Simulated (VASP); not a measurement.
An input for Quantum ESPRESSO's pw.x (written as the equivalent of a VASP run, and not itself run):

```
&CONTROL
  calculation = 'vc-relax'
  pseudo_dir = './pseudo'
  outdir = './out'
  tprnfor = .true.
  tstress = .true.
  nstep = 60
  forc_conv_thr = 0.00078
/
&SYSTEM
  ibrav = 0
  nat = 3
  ntyp = 2
  ecutwfc = 58
  occupations = 'smearing'
  smearing = 'gaussian'
  degauss = 0.003675
  input_dft = 'vdw-df2'
/
&ELECTRONS
  conv_thr = 7.3e-08
  electron_maxstep = 100
/
&IONS
/
&CELL
/
ATOMIC_SPECIES
  Hf 178.490 Hf.upf
  S 32.060 S.upf
CELL_PARAMETERS angstrom
     1.8668921   -3.2335518    0.0000000
     1.8668921    3.2335518    0.0000000
    -0.0000000   -0.0000000    6.0451243
ATOMIC_POSITIONS crystal
  Hf   0.0000000  0.0000000  0.0000000
  S    0.3333330  0.6666670  0.2391915
  S    0.6666670  0.3333330  0.7608085
K_POINTS automatic
  6 6 4 0 0 0
```

Problem. Write the VASP files for the same calculation (vdW-DF2).

Solution. Several could match; the one computed here: 
**INCAR**
```
! general
SYSTEM   = HfS2
PREC     = Accurate
ENCUT    = 520   ! plane-wave cut-off (eV)
LREAL    = .FALSE.
LASPH    = .TRUE.   ! aspherical one-centre terms

! electronic loop
EDIFF    = 1E-6
NELM     = 100   ! most electronic steps
ALGO     = Normal
LMAXMIX  = 6   ! l cut-off of mixed one-centre charges

! smearing
ISMEAR   = 0
SIGMA    = 0.05

! functional
GGA      = ML
LUSE_VDW = .TRUE.
AGGAC    = 0.0
ZAB_VDW  = -1.8867

! ions
IBRION   = 2
NSW      = 60
ISIF     = 3   ! ions, shape and volume
EDIFFG   = -0.02

! output
LWAVE    = .FALSE.
LCHARG   = .FALSE.
```

POSCAR:
```
HfS2
1.0
  1.8668921148  -3.2335517613   0.0000000000
  1.8668921148   3.2335517613   0.0000000000
  0.0000000000   0.0000000000   6.0451243098
Hf S
1 2
Cart
  0.0000000000   0.0000000000   0.0000000000
  1.8668921148   1.0778527428   1.4459423393
  1.8668921148  -1.0778527428   4.5991819705
```

KPOINTS:
```
Automatic mesh
0
Gamma
6 6 4
0 0 0
```

POTCAR, in this order: Hf_pv S (PBE.64 set). Program: vasp_std.

Limits of the translation: the potentials are each code's own (VASP's PAW set, PseudoDojo norm-conserving files in pw.x), so ENCUT and ecutwfc are chosen apart and not converted; conv_thr bounds pw.x's estimated SCF error, while EDIFF bounds the energy change between steps; forc_conv_thr acts on force components and is met together with etot_conv_thr.

The compound is HfS2 in the 1T layered structure. This run relaxes it. Symmetry was kept, so distortions that lower it aren't found. The start is the result of an earlier pass.
